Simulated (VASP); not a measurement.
# Be3Se2S (P4mm) in VASP: a series of runs

One crystal, Be3Se2S, is run at these levels: PBE; tasks: relaxation of cell and atoms.

All numbers are computed with VASP 6.6.1; they aren't measurements. Logs are shortened: lines on timing, memory, paths and dates and some standing lists are left out, and cuts for length are marked.

### Step 1. The structure

The structure is tetragonal, space group P4mm (No. 99). The conventional cell has a = 4.900 Å, b = 4.900 Å, c = 4.919 Å, α = 90.00°, β = 90.00°, γ = 90.00°. Be (site symmetry 4mm) has 1 S at 1.76 Å as nearest neighbours. Around Be (site symmetry 4mm) lie 1 Be at 2.12 Å. Around Be (site symmetry 4mm) lie 1 Be at 2.12 Å. Around Se (site symmetry 2mm) lie 2 S at 2.59 Å and 6 Be at 2.62 to 2.68 Å. S (site symmetry 4mm) has 1 Be at 1.76 Å as nearest neighbours.

The cell was built by a generator and needn't be a form met in nature.

### Step 2. Relaxation of cell and atoms, PBE

Contents of INCAR:

```
SYSTEM = Be3Se2S
ALGO     = Fast           ! electronic algorithm
EDIFF    = 1E-4           ! SCF threshold, eV
EDIFFG   = -0.08          ! ionic threshold
ENCUT    = 520            ! plane-wave cutoff, eV
GGA      = PE             ! functional
IBRION   = 2              ! ionic algorithm
ISIF     = 3              ! what is computed and relaxed
ISMEAR   = 0              ! smearing method
LASPH    = .True.         ! aspherical terms in the spheres
LCHARG   = .False.        ! write CHGCAR
LREAL    = .False.        ! projectors in reciprocal space
LWAVE    = .False.        ! write WAVECAR
NELM     = 60             ! most SCF steps
NSW      = 24             ! ionic steps
PREC     = Normal         ! precision mode
SIGMA    = 0.15           ! smearing width, eV
```

Contents of KPOINTS:

```
k-points
0
Gamma
  3 3 3
  0 0 0
```

Contents of POSCAR:

```
Be3Se2S
1.0
    4.9003942200      0.0000000000      0.0000000000
    0.0000000000      4.9003942200      0.0000000000
    0.0000000000      0.0000000000      4.9193493100
Be Se S
3 2 1
Direct
    0.0000000000      0.0000000000      0.0866509700
    0.5000000000      0.5000000000      0.1201485000
    0.5000000000      0.5000000000      0.6883230400
    0.5000000000      0.0000000000      0.9003042600
    0.0000000000      0.5000000000      0.9003042600
    0.0000000000      0.0000000000      0.7285092000
```

Potentials or basis: VASP PAW PBE potentials, release 64 (Be, Se, S).

Command:

```
$ cat potpaw_PBE.64/Be/POTCAR potpaw_PBE.64/Se/POTCAR potpaw_PBE.64/S/POTCAR > POTCAR
$ mpirun -np 1 vasp_std > vasp.out
```

OUTCAR:

```text
SYSTEM = Be3Se2S
   EDIFF = 1E-4
   EDIFFG = -0.08
   ENCUT = 520
   GGA = PE
   IBRION = 2
   ISIF = 3
   ISMEAR = 0
   LASPH = .True.
   LREAL = .False.
   NELM = 60
   NSW = 24
   PREC = Normal

 ion  position               nearest neighbor table
   1  0.000  0.000  0.087-   6 1.76
   2  0.500  0.500  0.120-   3 2.12
   3  0.500  0.500  0.688-   2 2.12
   4  0.500  0.000  0.900-   6 2.59   6 2.59
   5  0.000  0.500  0.900-   6 2.59   6 2.59
   6  0.000  0.000  0.729-   1 1.76   4 2.59   5 2.59   5 2.59   4 2.59

  LATTYP: Found a simple tetragonal cell.
 ALAT       =     4.9003942200
 C/A-ratio  =     1.0038680745

  Lattice vectors:

 A1 = (   4.9003942200,   0.0000000000,   0.0000000000)
 A2 = (   0.0000000000,   4.9003942200,   0.0000000000)
 A3 = (   0.0000000000,   0.0000000000,   4.9193493100)

Analysis of symmetry for initial positions (statically):
=====================================================================
 Subroutine PRICEL returns:
 Original cell was already a primitive cell.

 Routine SETGRP: Setting up the symmetry group for a
 simple tetragonal supercell.

 Subroutine GETGRP returns: Found  8 space group operations
 (whereof  8 operations were pure point group operations)
 out of a pool of 16 trial point group operations.

The static configuration has the point symmetry C_4v.

Analysis of symmetry for dynamics (positions and initial velocities):
=====================================================================
 Subroutine PRICEL returns:
 Original cell was already a primitive cell.

 Routine SETGRP: Setting up the symmetry group for a
 simple tetragonal supercell.

 Subroutine GETGRP returns: Found  8 space group operations
 (whereof  8 operations were pure point group operations)
 out of a pool of 16 trial point group operations.

The dynamic configuration has the point symmetry C_4v.

 Subroutine INISYM returns: Found  8 space group operations
 (whereof  8 operations are pure point group operations),
 and found     1 'primitive' translations

----------------------------------------------------------------------------------------

                                     Primitive cell

  volume of cell :     118.1326

  direct lattice vectors                    reciprocal lattice vectors
     4.900394220  0.000000000  0.000000000     0.204065215  0.000000000  0.000000000
     0.000000000  4.900394220  0.000000000     0.000000000  0.204065215  0.000000000
     0.000000000  0.000000000  4.919349310     0.000000000  0.000000000  0.203278917

  length of vectors
     4.900394220  4.900394220  4.919349310     0.204065215  0.204065215  0.203278917

  position of ions in fractional coordinates (direct lattice)
     0.000000000  0.000000000  0.086650970
     0.500000000  0.500000000  0.120148500
     0.500000000  0.500000000  0.688323040
     0.500000000  0.000000000  0.900304260
     0.000000000  0.500000000  0.900304260
     0.000000000  0.000000000  0.728509200

  ion indices of the primitive-cell ions
   primitive index   ion index
                 1           1
                 2           2
                 3           3
                 4           4
                 5           5
                 6           6

----------------------------------------------------------------------------------------

 KPOINTS: k-points

Automatic generation of k-mesh.
 Grid dimensions read from file:
 generate k-points for:    3    3    3

 Generating k-lattice:

  Cartesian coordinates                     Fractional coordinates (reciprocal lattice)
     0.068021738  0.000000000  0.000000000     0.333333333  0.000000000  0.000000000
     0.000000000  0.068021738  0.000000000     0.000000000  0.333333333  0.000000000
     0.000000000  0.000000000  0.067759639     0.000000000  0.000000000  0.333333333

  Length of vectors
     0.068021738  0.068021738  0.067759639

  Shift w.r.t. Gamma in fractional coordinates (k-lattice)
     0.000000000  0.000000000  0.000000000

 Subroutine IBZKPT returns following result:
 ===========================================

 Found      6 irreducible k-points:

 Following reciprocal coordinates:
            Coordinates               Weight
  0.000000  0.000000  0.000000      1.000000
  0.333333  0.000000  0.000000      4.000000
  0.333333  0.333333  0.000000      4.000000
  0.000000  0.000000  0.333333      2.000000
  0.333333  0.000000  0.333333      8.000000
  0.333333  0.333333  0.333333      8.000000
   k-points           NKPTS =      6   k-points in BZ     NKDIM =      6   number of bands    NBANDS=     16
   number of dos      NEDOS =    301   number of ions     NIONS =      6
   total plane-waves  NPLWV =  21952
   dimension x,y,z NGX =    28 NGY =   28 NGZ =   28
   dimension x,y,z NGXF=    56 NGYF=   56 NGZF=   56
   ions per type =               3   2   1
   NGX,Y,Z   is equivalent  to a cutoff of   9.50,  9.50,  9.46 a.u.
   NGXF,Y,Z  is equivalent  to a cutoff of  19.00, 19.00, 18.92 a.u.
 SYSTEM =  Be3Se2S
   PREC   = normal    normal or accurate (medium, high low for compatibility)
   ISTART =      0    job   : 0-new  1-cont  2-samecut
   ICHARG =      2    charge: 1-file 2-atom 10-const
   ISPIN  =      1    spin polarized calculation?
   LNONCOLLINEAR =      F non collinear calculations
   LSORBIT =      F    spin-orbit coupling
   LASPH  =      T    aspherical Exc in radial PAW
   ENCUT  =  520.0 eV  38.22 Ry    6.18 a.u.   9.11  9.11  9.15*2*pi/ulx,y,z
   NELM   =     60;   NELMIN=  2; NELMDL= -5     # of ELM steps
   EDIFF  = 0.1E-03   stopping-criterion for ELM
   LREAL  =      F    real-space projection
   EDIFFG = -.8E-01   stopping-criterion for IOM
   NSW    =     24    number of steps for IOM
   IBRION =      2    ionic relax: 0-MD 1-quasi-New 2-CG
   NFREE  =      1    steps in history (QN), initial steepest desc. (CG)
   ISIF   =      3    stress and relaxation
   ISYM   =      2    0-nonsym 1-usesym 2-fastsym
   POTIM  = 0.5000    time-step for ionic-motion
   TEBEG  =    0.0;   TEEND  =   0.0 temperature during run
   PSTRESS=    0.0 pullay stress
   NELECT =      24.0000    total number of electrons
   NUPDOWN=      -1.0000    fix difference up-down
   EMIN   =  10.00;   EMAX   =-10.00  energy-range for DOS
   EFERMI =   0.00;   METHOD = LEGACY
   ISMEAR =     0;   SIGMA  =   0.15  broadening in eV -4-tet -1-fermi 0-gaus
   EFERMI_NEDOS =   21; number of points for ismear=-14 and -15
   IALGO  =     68    algorithm
   IMIX   =      4    mixing-type and parameters
     AMIX     =   0.40;   BMIX     =  1.00
     AMIX_MAG =   1.60;   BMIX_MAG =  1.00
  volume/ion in A,a.u.               =      19.69       132.87
  Fermi-wavevector in a.u.,A,eV,Ry     =   0.962399  1.818671 12.601888  0.926213
  Thomas-Fermi vector in A             =   2.091855
   LORBIT       =      0    0 simple, 1 ext, 2 COOP (PROOUT), +10 PAW based schemes
   GGA     = PE    functional components
   LHFCALC =     F    Hartree Fock is set to
   AEXX    =    0.0000 exact exchange contribution
   IVDW    =     0    specifies the selected vdW correction
   LEPSILON=     F    determine dielectric tensor
   LRPA    =     F    only Hartree local field effects (RPA)
 conjugate gradient relaxation of ions
 non-spin polarized calculation
 RMM-DIIS sequential band-by-band and
 Gauss-broadening in eV      SIGMA  =   0.15
  energy-cutoff  :      520.00
  volume of cell :      118.13
 maximum number of plane-waves:      3191
   NGX = 19   NGY = 19   NGZ = 19

--------------------------------------- Ionic step        1  -------------------------------------------

 number of electron      23.9999995 magnetization

 Free energy of the ion-electron system (eV)
  ---------------------------------------------------
  ext. energy  EPLUGINS =         0.00000000
  ---------------------------------------------------
  free energy    TOTEN  =       -17.19947785 eV

  energy without entropy =      -17.12468616  energy(sigma->0) =      -17.16208200

------------------------ aborting loop because EDIFF is reached ----------------------------------------

  FORCE on cell =-STRESS in cart. coord.  units (eV):
  Direction    XX          YY          ZZ          XY          YZ          ZX
  --------------------------------------------------------------------------------------
  -------------------------------------------------------------------------------------
  Total       -0.1279652     -0.1279652      3.6043707      0.0000000     -0.0000000      0.0000000
  in kB       -1.7355319     -1.7355319     48.8844052      0.0000000     -0.0000000      0.0000000
  external PRESSURE =      15.1377804 kB  Pullay stress =       0.0000000 kB
[... 101 lines left out ...]
  FREE ENERGIE OF THE ION-ELECTRON SYSTEM (eV)
  ---------------------------------------------------
  free  energy   TOTEN  =       -18.3645283090 eV

  energy  without entropy=      -18.3392327876  energy(sigma->0) =      -18.35188055

 E-fermi :   3.9692     XC(G=0):  -9.4427

 val. band max:        3.9678769569   @ k =   0.3333   0.0000   0.0000
 cond. band min:       4.2976714178   @ k =   0.0000   0.0000   0.3333
 fundamental gap:      0.3297944610
 Fermi energy:         3.9691958784

 k-point     1 :       0.0000    0.0000    0.0000
  band No.  band energies     occupation
      1     -11.2656      2.00000
      2      -8.2432      2.00000
      3      -7.4895      2.00000
      4      -2.1901      2.00000
      5      -2.1901      2.00000
      6      -0.8377      2.00000
[... 8 lines left out ...]
     15       6.5019      0.00000
     16       7.8177      0.00000
[... 78 lines left out ...]
  band No.  band energies     occupation
      1     -10.1734      2.00000
      2      -9.1269      2.00000
      3      -8.3823      2.00000
      4      -2.8640      2.00000
      5      -2.2829      2.00000
      6      -0.5075      2.00000
[... 8 lines left out ...]
     15       7.4794      0.00000
     16       7.8027      0.00000

[... ionic steps 4 to 17 ...]

--------------------------------------- Ionic step       18  -------------------------------------------

 number of electron      24.0000005 magnetization

------------------------ aborting loop because EDIFF is reached ----------------------------------------

  FORCE on cell =-STRESS in cart. coord.  units (eV):
  Direction    XX          YY          ZZ          XY          YZ          ZX
  --------------------------------------------------------------------------------------
  -------------------------------------------------------------------------------------
  Total       -0.6276059     -0.6276059     -0.0562637      0.0000000      0.0000000      0.0000000
  in kB      -10.3149257    -10.3149257     -0.9247135      0.0000000      0.0000000      0.0000000
  external PRESSURE =      -7.1848549 kB  Pullay stress =       0.0000000 kB
[... 65 lines left out ...]
  energy  without entropy=      -20.3330398557  energy(sigma->0) =      -20.34808626

--------------------------------------- Ionic step       20  -------------------------------------------

 number of electron      24.0000008 magnetization

 Free energy of the ion-electron system (eV)
  ---------------------------------------------------
  ext. energy  EPLUGINS =         0.00000000
  ---------------------------------------------------
  free energy    TOTEN  =       -20.36536696 eV

  energy without entropy =      -20.33504732  energy(sigma->0) =      -20.35020714

 E-fermi :   4.3127     XC(G=0):  -9.7938

 val. band max:        4.2995965653   @ k =   0.3333   0.0000   0.0000
 cond. band min:       4.5300872091   @ k =   0.3333   0.3333   0.3333
 fundamental gap:      0.2304906439
 Fermi energy:         4.3127444195

 k-point     1 :       0.0000    0.0000    0.0000
  band No.  band energies     occupation
      1     -10.4240      2.00000
      2      -7.7212      2.00000
      3      -7.1974      2.00000
      4      -1.6542      2.00000
      5      -1.6542      2.00000
      6      -1.0060      2.00000
[... 8 lines left out ...]
     15       6.8719      0.00000
     16       9.1351      0.00000
[... 126 lines left out ...]
  FREE ENERGIE OF THE ION-ELECTRON SYSTEM (eV)
  ---------------------------------------------------
  free  energy   TOTEN  =       -20.3653669604 eV

  energy  without entropy=      -20.3350473207  energy(sigma->0) =      -20.35020714

 reached required accuracy - stopping structural energy minimisation
```

Run time: 1.7 min. Hardware: 1 thread of Intel Xeon Platinum 8259CL at 2.50GHz (Skylake/Cascade Lake), shared host; peak memory 0.16 GiB.

Results:

| Property | Result |
| --- | --- |
| Free energy | -20.3654 eV |
| Relaxed volume | 16.09 Å³/atom |
| Relaxed cell | a = 4.746 Å, b = 4.746 Å, c = 4.286 Å, α = 90.00°, β = 90.00°, γ = 90.00° |
| Space group after relaxing (to 0.05 Å) | P4mm (No. 99) |
| Energy gained by relaxing | 527.6 meV/atom |
| Ionic steps | 20 |
| Pressure after relaxing | -0.2 GPa |
| Largest force after relaxing | 0.047 eV/Å |
| Band gap on the k mesh | none (metal or under the smearing width) |

Forces in eV/Å, atoms in the order of the input:
```
Be   0.000  0.000 -0.034
Be   0.000  0.000 -0.020
Be   0.000  0.000  0.028
Se   0.000  0.000  0.036
Se   0.000  0.000  0.036
S    0.000  0.000 -0.047
```

Stress tensor (GPa, compression positive):
```
 0.02  0.00  0.00
 0.00  0.02  0.00
 0.00  0.00 -0.56
```

Step by step:
| step | energy change (eV) | largest force (eV/Å) | pressure (GPa) | volume (Å³) |
| --- | --- | --- | --- | --- |
| 1 | 0.0000 | 5.4094 | 1.51 | 118.13 |
| 2 | -1.1487 | 1.0513 | -8.08 | 121.31 |
| 3 | -1.1651 | 0.9025 | -8.55 | 121.75 |
| 4 | -2.3336 | 1.1327 | -4.67 | 104.67 |
| 5 | -2.6759 | 0.8002 | 2.53 | 93.00 |
| 6 | -2.6767 | 0.8291 | 1.88 | 93.72 |
| 7 | -2.8463 | 0.6234 | 2.33 | 93.57 |
| 8 | -2.8572 | 1.2640 | 3.07 | 93.45 |
| 9 | -2.9735 | 1.0039 | -0.72 | 98.55 |
| 10 | -2.9736 | 1.0093 | -0.80 | 98.47 |
| 11 | -3.0321 | 0.2956 | -0.92 | 97.96 |
| 12 | -3.0340 | 0.5009 | -0.84 | 97.80 |
| 13 | -3.0581 | 0.5213 | 0.37 | 95.99 |
| 14 | -3.0616 | 0.5222 | 1.37 | 94.66 |
| 15 | -3.0804 | 0.4279 | 1.47 | 94.67 |
| 16 | -3.1125 | 0.4166 | 1.45 | 94.70 |
| 17 | -3.1422 | 0.2979 | 0.46 | 95.94 |
| 18 | -3.1563 | 0.1918 | -0.72 | 97.48 |
| 19 | -3.1637 | 0.1077 | -0.46 | 97.00 |
| 20 | -3.1659 | 0.0469 | -0.18 | 96.54 |

Final structure:
```
CELL_PARAMETERS angstrom
4.74614 0.00000 0.00000
0.00000 4.74614 0.00000
0.00000 0.00000 4.28595
ATOMIC_POSITIONS crystal
Be 0.00000 0.00000 0.04675
Be 0.50000 0.50000 0.17541
Be 0.50000 0.50000 0.66444
Se 0.50000 0.00000 0.00101
Se 0.00000 0.50000 0.00101
S 0.00000 0.00000 0.53562
```

Levels at points of the mesh, in eV from the Fermi level:
```tsv
k point	band 9	band 10	band 11	band 12	band 13	band 14	band 15	band 16
(0.00, 0.00, 0.00)	-2.34	-1.29	-0.75	-0.02	-0.02	0.28	2.56	4.82
```

Caveat: the k mesh is coarse (spacing up to 0.43 Å⁻¹), so the values aren't converged; the volume moved by over 15 % at a fixed basis, so the end points are rough; the relaxation stopped at a loose force limit of 0.08 eV/Å, so its end isn't a converged minimum.

[end of part 1 of 2]
